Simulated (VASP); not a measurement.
# Interstitial O in GePt, part 6 of 6

Wanted: what interstitial O costs in GePt and how the lattice relaxes round it. The start is a cell from a database of measured crystal structures.

VASP 6.6.1, plane waves and PAW; the level of theory is named at each step.

So far. Step 8 (The defect cell): The run ended after 23 ionic steps, 0.752 eV below its first step, once the forces on the free atoms met EDIFFG = -0.03. Step 8 (The defect cell): After the relaxation O lies 0.22 Å from the centre of its site, and its nearest atoms are 3 Ge and 1 Pt at 1.99 to 2.24 Å.

## Step 10: Defect, other settings

This step: PBEsol; plane waves and PAW (Pt, Ge, O) (VASP 6.6.1).

The run is repeated with some settings moved, to see what they change.

INCAR

```
SYSTEM = Ge16Pt16O
PREC = Normal
ENCUT = 600
EDIFF = 1E-05
NELM = 120
ISMEAR = 2
SIGMA = 0.02
LREAL = Auto
ALGO = Fast
GGA = PS
NBANDS = 140
LASPH = .TRUE.
LORBIT = 11
LWAVE = .FALSE.
LCHARG = .FALSE.
KPAR = 4
ISYM = 0
```

POSCAR

```
Ge16Pt16O
1.0
   -5.7228035426      3.7092622332      6.1261694956
    5.7228035426     -3.7092622332      6.1261694956
    5.7228035426      3.7092622332     -6.1261694956
Pt Ge O
16 16 1
Direct
    0.7835114873      0.4055552684      0.3720437711
    0.2876852176      0.9204966531      0.3828114255
    0.2789806927      0.3970572289      0.8680765262
    0.7735983549      0.8941014713      0.8705031064
    0.2374849240      0.4031951266      0.3532293783
    0.7754656829      0.9013000372      0.3685035999
    0.7999657483      0.4031951266      0.9157102026
    0.2827964373      0.9013000372      0.8758343543
    0.7376460368      0.6222100581      0.6345640212
    0.2193157778      0.0961543525      0.6268385747
    0.2196927614      0.5868443368      0.1171515753
    0.7170410588      0.0867327854      0.1196917266
    0.2227823589      0.5995010651      0.6257057585
    0.7283536773      0.0903035310      0.6318482255
    0.7237953165      0.5995010651      0.1267187162
    0.2084553155      0.0903035310      0.1119498636
    0.5788112474      0.6062503529      0.7774391055
    0.0793134773      0.1078711091      0.7785576318
    0.0898722216      0.6296794440      0.2898072224
    0.5794766304      0.1094270408      0.2799504104
    0.5703670664      0.7977883175      0.4522514619
    0.0733866551      0.2970255696      0.4651511176
    0.0955368556      0.7977883175      0.9774212511
    0.5818744520      0.2970255696      0.9736389145
    0.4302881043      0.2193433019      0.5390551976
    0.9219368912      0.7031187118      0.5311818206
    0.9103951852      0.1851403184      0.0247451332
    0.4180080289      0.6944130661      0.0264050372
    0.4164751161      0.3784711409      0.2199835582
    0.9225370845      0.8878405971      0.2189890705
    0.9084875827      0.3784711409      0.7119960248
    0.4188515266      0.8878405971      0.7153035126
    0.5911443564      0.3580870603      0.5169427038
```

KPOINTS

```
Automatic mesh
0
Monkhorst-Pack
3 3 3
0 0 0
```

The projector-augmented-wave data sets are Pt, Ge and O (PBE family, release 64).

Launch:

```bash
mpirun -np 4 vasp_std
```

The log of the run:

```text
[... set-up lines as in an earlier step ...]
 entering main loop
       N       E                     dE             d eps       ncg     rms          rms(c)
DAV:   1     0.142365566725E+04    0.14237E+04   -0.11716E+05  3920   0.170E+03
DAV:   2    -0.114038445394E+03   -0.15377E+04   -0.14632E+04  4304   0.317E+02
DAV:   3    -0.217600755755E+03   -0.10356E+03   -0.10000E+03  4688   0.701E+01
DAV:   4    -0.220621899629E+03   -0.30211E+01   -0.29820E+01  4512   0.120E+01
DAV:   5    -0.220702475843E+03   -0.80576E-01   -0.80359E-01  4760   0.173E+00    0.445E+01
RMM:   6    -0.212108496879E+03    0.85940E+01   -0.51329E+01  3958   0.166E+01    0.250E+01
RMM:   7    -0.211833639069E+03    0.27486E+00   -0.13004E+01  4009   0.782E+00    0.134E+01
RMM:   8    -0.209883459087E+03    0.19502E+01   -0.22315E+00  4161   0.308E+00    0.527E+00
RMM:   9    -0.209851136255E+03    0.32323E-01   -0.19996E+00  4474   0.248E+00    0.263E+00
RMM:  10    -0.209784164932E+03    0.66971E-01   -0.25572E-01  4328   0.110E+00    0.120E+00
RMM:  11    -0.209778306994E+03    0.58579E-02   -0.17018E-01  4383   0.816E-01    0.566E-01
RMM:  12    -0.209773939057E+03    0.43679E-02   -0.17169E-02  4612   0.246E-01    0.327E-01
RMM:  13    -0.209772597112E+03    0.13419E-02   -0.11089E-02  4534   0.189E-01    0.925E-02
RMM:  14    -0.209772676667E+03   -0.79555E-04   -0.18942E-03  4877   0.677E-02    0.565E-02
RMM:  15    -0.209772646064E+03    0.30603E-04   -0.20472E-04  4603   0.254E-02    0.206E-02
RMM:  16    -0.209772643181E+03    0.28834E-05   -0.55545E-05  3461   0.134E-02
   1 F= -.20977264E+03 E0= -.20977252E+03  d E =-.506529E-03
```

The job ended after 3.7 min (4 MPI ranks of Intel Xeon 6975P-C (Granite Rapids), shared host; peak memory 3.9 GiB; 15 min of CPU time).

Parts of OUTCAR (step 10):

```text
   k-points           NKPTS =     14   k-points in BZ     NKDIM =     14   number of bands    NBANDS=    140

   ENCUT  =  600.0 eV  44.10 Ry    6.64 a.u.  18.31 18.31 18.31*2*pi/ulx,y,z

   NELECT =     230.0000    total number of electrons

 E-fermi :   8.6860

 k-point     1 :       0.0000    0.0000    0.0000
  band No.  band energies     occupation
    ...
    110       7.5237      2.00000
    111       7.6782      2.00000
    112       7.9224      2.00000
    113       8.1270      2.00000
    114       8.1536      2.00000
    115       9.2593      0.00000
    116       9.3276      0.00000
    117       9.3360      0.00000
    118       9.3625      0.00000
    119       9.4053      0.00000
    ...

  Total       10.5882181      9.5651847      8.0189581      0.0000113     -0.0000522      0.2980349
  in kB       32.6127998     29.4617520     24.6992151      0.0000347     -0.0001609      0.9179782
  external PRESSURE =      28.9245890 kB  Pullay stress =       0.0000000 kB

 POSITION                                       TOTAL-FORCE (eV/Angst)
 -----------------------------------------------------------------------------------
     -0.03384      2.78195      5.00522         0.026040     -0.000032     -0.019802
      5.81221     -0.92732      5.05636         0.014334      0.000030     -0.073286
      5.64356      2.78195     -1.17646        -0.001792      0.000013     -0.000215
      5.67133      2.78195      4.88376         0.028498     -0.000023      0.064206
      2.96979      0.69556      1.76097        -0.000209      0.014892      0.008388
      2.82900      0.90012      8.01464        -0.018770      0.038009     -0.033270
      2.96979      4.86834      1.76097        -0.000237     -0.014890      0.008360
      8.55180      0.95451      1.88847        -0.018762     -0.038019     -0.033264
      2.97087      2.78195      4.44326         0.028744     -0.000010     -0.105230
      2.88245      2.78195     -1.90750        -0.044783     -0.000010      0.008300
      2.77157     -0.92732      4.22329        -0.008007     -0.000005     -0.008815
     -2.92216      2.78195      4.19080        -0.043798     -0.000015      0.003179
      5.73668      0.92356      1.20427        -0.000858     -0.032940      0.036730
     -0.03549      4.71039      1.14442         0.029132     -0.019183     -0.016392
      0.01387      0.93107      7.33044        -0.000854      0.032939      0.036750
     -0.03549      0.85351      1.14442         0.029123      0.019207     -0.016418
      4.60616      2.78195      2.49716         0.030977      0.000001      0.094261
      4.61896      2.78195     -3.62285        -0.020980      0.000001      0.042181
      4.74772     -0.92732      2.63269        -0.017484     -0.000003      0.005651
     -1.08790      2.78195      2.50532        -0.021143      0.000015      0.015992
      3.88963      0.83395      5.61098        -0.039591     -0.016200     -0.046505
      3.94181      0.89583     -0.58039        -0.018999      0.002349     -0.036068
      9.61244      1.02068     -0.51519        -0.039597      0.016187     -0.046511
      3.94181      4.66806     -0.58039        -0.019002     -0.002356     -0.036063
[...]
-----------------------------------------------------------------------------------
    total drift:                                0.168051      0.000034      0.017709

  FREE ENERGIE OF THE ION-ELECTRON SYSTEM (eV)
  ---------------------------------------------------
  free  energy   TOTEN  =      -209.7726431807 eV

  energy  without entropy=     -209.7721366516  energy(sigma->0) =     -209.77251655

[... 12 further parts left out ...]
```

Settings moved on purpose: ENCUT = 600, ISMEAR = 2, SIGMA = 0.02 and a k-mesh of 3×3×3 in place of 4×4×4. The run ended without an error; the comparison shows what it cost.

This is a single point on the relaxed geometry, 3.3 meV an atom from the last step of the relaxation.

## Step 11: Results

* formation energy at charge 0: 1.689 eV
* host formation enthalpy: -0.516 eV/atom

What this shows: Interstitial O costs 1.69 eV at the one site run, which need not be the lowest, with every exchanged atom at the energy of its element. After the relaxation O lies 0.22 Å from the centre of its site, and its nearest atoms are 3 Ge and 1 Pt at 1.99 to 2.24 Å. Semilocal functionals overbind O2, which shifts every energy that exchanges oxygen. With metallic smearing the value can move by tenths of an eV with the k mesh. The supercell of 32 atoms is small, so interactions between images remain.

[Lines on the potential files, build, host, timing and source positions are cut from VASP's logs without a mark.]

[Logs are printed without paths, hosts, clocks, repeated set-up lines and the standing remarks that a program may print on its own settings, such as how far it seeks lower states.]

[Hosts, paths, dates, database ids (printed as entryN), source tags and the programs' standing remarks are cut or masked in the printed files.]

[In band tables of VASP the shares of atoms and orbitals are scaled to a sum of 1 inside the atoms' spheres.]

[Runs that stopped without an error message from VASP are left out.]
